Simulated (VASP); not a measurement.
GaN (wurtzite): the mBJ gap over mesh and path against the volume, with shape and ions relaxed at each volume; PBEsol's own equilibrium is at 11.359 Å³/atom. VASP (PAW), 520 eV cut-off, 9×9×5 Γ-centred mesh, Gaussian smearing of 0.050 eV, potentials Ga_d N. mBJ is a potential without an energy functional, so only the levels count. Fit the value as a straight line in ln V.

| V (Å³/atom) | mBJ gap over mesh and path (eV) |
|---|---|
| 10.336 | 3.686 |
| 10.677 | 3.496 |
| 11.018 | 3.308 |
| 11.359 | 3.121 |
| 11.7 | 2.937 |
| 12.04 | 2.755 |

**Question.** Fit the rows as the text says and predict the value at 9.996.

**Answer.** The slope against ln V is -6.10 eV, the volume deformation potential of this gap. The line misses the rows by up to 0.006 and gives 3.897 at 9.996. The run gave 3.876, -0.021 from the line.

Left out are failed runs and those whose mesh is unfit for this quantity.

The compound is GaN in the wurtzite structure.
